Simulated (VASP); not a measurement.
These are PBEsol GGA, VASP's PBE PAW potentials (set 64) (plane waves; VASP) values and carry that method's errors.

VASP input:

**POSCAR**
```
VBiO4
6.8346450
 -0.3747166093   0.3747166093   0.8480418515
  0.3747166093  -0.3747166093   0.8480418515
  0.3747166093   0.3747166093  -0.8480418515
V Bi O
2 2 8
Cartesian
  0.0016341391   0.0011342672   0.8451339160
  0.3784105656   0.0012350659   0.4246349080
  0.0007573023   0.0008187558   0.0018546675
  0.0006156594   0.3723645131   0.4207211949
  0.4778378707   0.1889980645  -0.1367637094
  0.5599959862   0.1077257791   0.2881205230
 -0.1065656565   0.1913880071   0.7154963023
  0.1891756802  -0.1037110654   0.2916924752
  0.2689322369   0.1819522681   0.5585568292
  0.1845363139   0.2666397207   0.1387337106
  0.4792355637  -0.1885086846   0.5582252448
  0.1884498541   0.1041131363   0.9818467428
```

KPOINTS:
```
K-points
0
G
  2 2 2
0.5 0.5 0.5
```

INCAR:
```
! general
SYSTEM   =  VBiO4
PREC     =  Accurate
ENCUT    =  200
LREAL    =  .FALSE.   ! projection in real space or not
LASPH    =  .TRUE.

! electronic loop
EDIFF    =  1E-6   ! SCF stop (eV)
NELM     =  100   ! most electronic steps
ALGO     =  Normal   ! blocked Davidson
LMAXMIX  =  4   ! l cut-off of mixed one-centre charges

! smearing
ISMEAR   =  1   ! Methfessel-Paxton
SIGMA    =  0.272

! functional
GGA      =  PS   ! PBEsol

! ions
ISIF     =  2

! output
LWAVE    =  .FALSE.
LCHARG   =  .FALSE.
```

POTCAR, in this order: V_sv Bi_d O (PBE.64 set). Program: vasp_std.

The run wrote:

File OUTCAR:
```
 ion  position               nearest neighbor table
   1  0.500  0.500  0.004-   5 1.72  12 1.73   7 1.74  10 1.79
   2  0.252  0.755  0.507-   9 1.71   6 1.71  11 1.73   8 1.74
   3  0.002  0.002  0.002-  10 2.40   7 2.40  12 2.43   5 2.45   6 2.46  11 2.47   8 2.47   9 2.50
                             4 3.83   4 3.86   4 3.89   4 3.89
   4  0.745  0.249  0.498-   6 2.40  10 2.41   8 2.43   9 2.44  11 2.44  12 2.45   7 2.47   5 2.48
                             3 3.83   3 3.86   3 3.89   3 3.89
   5  0.172  0.557  0.890-   1 1.72   3 2.45   4 2.48
   6  0.314  0.917  0.891-   2 1.71   4 2.40   3 2.46
   7  0.677  0.280  0.113-   1 1.74   3 2.40   4 2.47
   8  0.034  0.424  0.114-   2 1.74   4 2.43   3 2.47
   9  0.572  0.688  0.602-   2 1.71   4 2.44   3 2.50
  10  0.438  0.328  0.602-   1 1.79   3 2.40   4 2.41
  11  0.078  0.969  0.388-   2 1.73   4 2.44   3 2.47
  12  0.718  0.830  0.390-   1 1.73   3 2.43   4 2.45
  LATTYP: Found a body centered tetragonal cell.
 ALAT       =     5.1221100000
 C/A-ratio  =     2.2631552231
 Subroutine PRICEL returns:
 Original cell was already a primitive cell.
 Subroutine GETGRP returns: Found  1 space group operations
The static configuration has the point symmetry C_1 .
The dynamic configuration has the point symmetry C_1 .
 Subroutine INISYM returns: Found  1 space group operations
 Subroutine IBZKPT returns following result:
 Found      4 irreducible k-points:

 Following reciprocal coordinates:
            Coordinates               Weight
  0.250000  0.250000  0.250000      2.000000
 -0.250000  0.250000  0.250000      2.000000
 -0.250000  0.250000 -0.250000      2.000000
 -0.250000 -0.250000  0.250000      2.000000
   k-points           NKPTS =      4   k-points in BZ     NKDIM =      4   number of bands    NBANDS=     62
   number of dos      NEDOS =    301   number of ions     NIONS =     12
   total plane-waves  NPLWV =  32768
   dimension x,y,z NGX =    32 NGY =   32 NGZ =   32
   dimension x,y,z NGXF=    64 NGYF=   64 NGZF=   64
   ions per type =               2   2   8
   PREC   = accura    normal or accurate (medium, high low for compatibility)
...
```

### OSZICAR
```
       N       E                     dE             d eps       ncg     rms          rms(c)
DAV:   1     0.817580022370E+03    0.81758E+03   -0.35467E+04   552   0.968E+02
DAV:   2    -0.204400808039E+02   -0.83802E+03   -0.80229E+03   560   0.369E+02
DAV:   3    -0.106730535277E+03   -0.86290E+02   -0.85138E+02   558   0.125E+02
DAV:   4    -0.109462817242E+03   -0.27323E+01   -0.27173E+01   624   0.223E+01
DAV:   5    -0.109527367084E+03   -0.64550E-01   -0.64519E-01   624   0.323E+00    0.733E+01
DAV:   6    -0.100555052820E+03    0.89723E+01   -0.78904E+01   658   0.571E+01    0.255E+01
DAV:   7    -0.996485528846E+02    0.90650E+00   -0.73279E+01   676   0.587E+01    0.316E+01
DAV:   8    -0.953071013562E+02    0.43415E+01   -0.91857E+00   554   0.190E+01    0.807E+00
DAV:   9    -0.947538533674E+02    0.55325E+00   -0.10548E+00   696   0.579E+00    0.289E+00
DAV:  10    -0.947164577815E+02    0.37396E-01   -0.24435E-01   618   0.308E+00    0.120E+00
DAV:  11    -0.947136113181E+02    0.28465E-02   -0.39421E-02   540   0.123E+00    0.679E-01
DAV:  12    -0.947112529349E+02    0.23584E-02   -0.17997E-02   636   0.920E-01    0.244E-01
DAV:  13    -0.947112954444E+02   -0.42510E-04   -0.13155E-03   586   0.192E-01    0.140E-01
DAV:  14    -0.947111049442E+02    0.19050E-03   -0.80232E-04   600   0.139E-01    0.378E-02
DAV:  15    -0.947111058017E+02   -0.85759E-06   -0.11427E-04   634   0.674E-02    0.401E-02
DAV:  16    -0.947110961129E+02    0.96889E-05   -0.33991E-05   488   0.338E-02    0.109E-02
DAV:  17    -0.947110951840E+02    0.92886E-06   -0.58777E-06   536   0.100E-02
   1 F= -.94711095E+02 E0= -.94716405E+02  d E =0.159280E-01
```

File OUTCAR:
```
------------------------ aborting loop because EDIFF is reached ----------------------------------------
  FORCE on cell =-STRESS in cart. coord.  units (eV):
  Direction    XX          YY          ZZ          XY          YZ          ZX
  --------------------------------------------------------------------------------------
  Total     -198.3691175   -197.9421128   -192.9712652     -0.1669994      0.2725971     -0.0162359
  in kB    -2090.0351710  -2085.5362108  -2033.1629053     -1.7595209      2.8721081     -0.1710624
  external PRESSURE =   -2069.5780957 kB  Pullay stress =       0.0000000 kB
  volume of cell :      152.07
      direct lattice vectors                 reciprocal lattice vectors
    -2.561055000  2.561055000  5.796065000     0.000000000  0.195232043  0.086265423
     2.561055000 -2.561055000  5.796065000     0.195232043  0.000000000  0.086265423
     2.561055000  2.561055000 -5.796065000     0.195232043  0.195232043  0.000000000
 POSITION                                       TOTAL-FORCE (eV/Angst)
 -----------------------------------------------------------------------------------
      0.01117      0.00775      5.77619        -0.780888     -0.268272      0.754128
      2.58630      0.00844      2.90223        -0.653495     -0.581005     -0.084943
      0.00518      0.00560      0.01268         0.239024      0.110173      0.035088
      0.00421      2.54498      2.87548         0.143851      0.067598     -0.114946
      3.26585      1.29173     -0.93473         0.242674     -0.554467     -0.239785
      3.82737      0.73627      1.96920         1.018339      0.348898     -0.514721
     -0.72834      1.30807      4.89016        -0.152041      0.317196     -0.362015
      1.29295     -0.70883      1.99361        -0.643956     -0.396736     -0.552690
      1.83806      1.24358      3.81754        -0.336838      1.042400      0.705332
      1.26124      1.82239      0.94820         0.086818      0.173856     -0.386387
      3.27540     -1.28839      3.81527         0.369326     -0.524333      0.460549
      1.28799      0.71158      6.71057         0.467186      0.264693      0.300391
 -----------------------------------------------------------------------------------
    total drift:                                0.002247      0.001598     -0.000570
  FREE ENERGIE OF THE ION-ELECTRON SYSTEM (eV)
  ---------------------------------------------------
  free  energy   TOTEN  =       -94.7110951840 eV

  energy  without entropy=      -94.7270232275  energy(sigma->0) =      -94.71640453
```
(Selected blocks of OUTCAR.)

At this cut-off the stress carries a Pulay error, which pulls relaxed volumes low.

The structure comes from a computed database's VBiO4 entry; how it stands against other phases isn't given here. The cell was not relaxed at this level, atoms are displaced from their ideal sites. The k-mesh is coarse (spacing up to 0.87 per Å, 2π included), so the numbers may not be converged in it. The run is one of a series of settings (ENCUT = 200, ISMEAR = 1, SIGMA = 0.272, KPOINTS 2×2×2 Γ-centred mesh shifted by (0.5, 0.5, 0.5) against the base run), some of them coarse on purpose. The run is not spin-polarised, so no magnetic state was tried.
